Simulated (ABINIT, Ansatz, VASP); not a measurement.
## One structure in several programs: ZnSe (F-43m, 2 atoms in the cell)

Self-consistent single point.

```xyz
2
Lattice="0.0000 2.8350 2.8350 2.8350 0.0000 2.8350 2.8350 2.8350 0.0000" Properties=species:S:1:pos:R:3 pbc="T T T"
Zn     0.0000     0.0000     0.0000
Se     1.4175     1.4175     1.4175
```

Shared settings, as Ansatz (a first-principles code) writes them: kpoints.mp_grid.grid = 10 10 10; scf.occupations.method = fermi_dirac; scf.occupations.width = 0.01 eV. Potentials and cutoffs stand in the table.

| code | model | pressure (GPa) | gap on the mesh (eV) | cutoff |
|---|---|---|---|---|
| VASP | LDA (PZ), VASP's LDA PAW potentials (set 64) | – | 1.059 | 300 eV |
| ABINIT | LDA (PW92), PAW (JTH v2.0 LDA PAW) | -3.52 | 1.029 | 30 Ha |
| Ansatz | LDA (PW92), default PAW files made with PBE | -3.51 | 1.027 | 420 eV |

A dash marks a value that a program does not give, or that is left out as unsure.

Gaps are read on the mesh.

The spread over the programs that give each value: pressure within 0.01 GPa; gap on the mesh within 0.032 eV.

Ansatz's pressure is given at a fixed set of plane waves, as the other plane-wave codes print theirs; with its correction for the finite basis it is -3.47 GPa. The same LDA comes in different parametrisations, which differ slightly.

VASP's run is marked for a possible Pulay error in its stress at this cutoff; no cutoff test was made.

The starting cell has typed, rounded lattice constants, without a prior relaxation at this level.

Left out of this page: Quantum ESPRESSO, GPAW, CP2K, Elk, FLEUR and SIESTA (not drawn, or without a comparable value).

Keys are those of Ansatz 0.2.
